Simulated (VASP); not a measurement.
TaP (relaxed from the CsCl type structure, space group Pm-3m): computed properties

Method: PBEsol GGA, VASP's PBE PAW potentials (set 64) (plane waves; VASP).

space group: Pm-3m (221)
cell: a = b = c = 3.079 Å, α = β = γ = 90.00°
volume per atom: 14.59 Å^3/atom
band gap (over mesh and band path): none (metal, semimetal or under 0.01 eV)
density: 12.06 g/cm³

Space group Pm-3m (No. 221); a = b = c = 3.079 Å, α = β = γ = 90.00°

```
atom  site  symmetry       x       y       z
----  ----  --------  ------  ------  ------
Ta      1a      m-3m  0.0000  0.0000  0.0000
P       1b      m-3m  0.5000  0.5000  0.5000
```

Unless said otherwise, spin-orbit coupling is left out, though it shifts the bands of the heavy elements here.

The structure was generated: TaP was put into the CsCl type type (Pm-3m), which need not be its known phase. It was relaxed first, which changed the volume by -38 %. Symmetry was kept, so distortions that lower it aren't found.
